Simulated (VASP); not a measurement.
La (dhcp) is relaxed at rising pressure, each step from the one before. Symmetry mostly holds the structure type, and other phases were not tried. The mesh follows the cell, and a change of mesh leaves a small step in the series.

Here is the system:

```xyz
4
Lattice="1.8352 -3.1787 0.0000 1.8352 3.1787 0.0000 0.0000 0.0000 11.7178" Properties=species:S:1:pos:R:3 pbc="T T T"
La     0.0000     0.0000     5.8589
La     0.0000     0.0000     0.0000
La     1.8352     1.0596     2.9294
La     1.8352    -1.0596     8.7883
```

These are PBEsol GGA, VASP's PBE PAW potentials (set 64) (plane waves; VASP 6.6.1) values and carry that method's errors. Settings: 500 eV cut-off, 10×10×3 Γ-centred mesh, first-order Methfessel-Paxton smearing of 0.10 eV, potentials La.

```csv
P (GPa),V (Å³/atom),H − H(0) (eV/atom),space group,gap on the mesh (eV),k-mesh
0,34.18,0.000,P6_3/mmc,0.00,10×10×3
5,29.34,0.984,P6_3/mmc,0.00,10×10×3
10,26.57,1.853,P6_3/mmc,0.00,11×11×3
20,(withheld),(withheld),P6_3/mmc,0.00,11×11×3
30,(withheld),(withheld),P6_3/mmc,0.00,11×11×3
45,18.96,6.592,P6_3/mmc,0.00,12×12×3
```

### Question
Complete the blanks.

### Answer

- 20, V (Å³/atom): 22.70
- 20, H − H(0) (eV/atom): 3.381
- 30, V (Å³/atom): 20.75
- 30, H − H(0) (eV/atom): 4.732

Pressures at which the relaxation failed are left out.

The compound is La in the dhcp structure.
